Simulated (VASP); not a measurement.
Given:

```xyz
2
Lattice="3.2630 0.0000 0.0000 0.0000 3.2630 0.0000 0.0000 0.0000 3.2630" Properties=species:S:1:pos:R:3 pbc="T T T"
Hf     0.0000     0.0000     0.0000
C      1.6315     1.6315     1.6315
```

Calculation: PBEsol GGA, VASP's PBE PAW potentials (set 64) (plane waves; VASP 6.6.1). Numerical set-up: 520 eV cut-off, 10×10×10 Γ-centred mesh, first-order Methfessel-Paxton smearing of 0.10 eV, potentials Hf_pv C.

Energy and stress use the plane-wave basis of the starting cell.

### Question
The ions, cell shape and volume are relaxed. Predict the relaxed structure.

### Answer

```xyz
2
Lattice="2.8639 0.0000 0.0000 0.0000 2.8639 0.0000 0.0000 0.0000 2.8639" Properties=species:S:1:pos:R:3 pbc="T T T"
Hf     0.0000     0.0000     0.0000
C      1.4320     1.4320     1.4320
```
Space group Pm-3m (221), at a tolerance of 0.03 Å.

### Question
How do energy and volume change from the first to the last step?

### Answer
The energy (σ→0) changes by -955.9 meV/atom and the volume by -32.4 %, in 7 ionic steps.

The structure was generated: HfC was put into the CsCl type type (Pm-3m), which need not be its known phase. This run relaxes it. Symmetry was kept, so distortions that lower it aren't found.
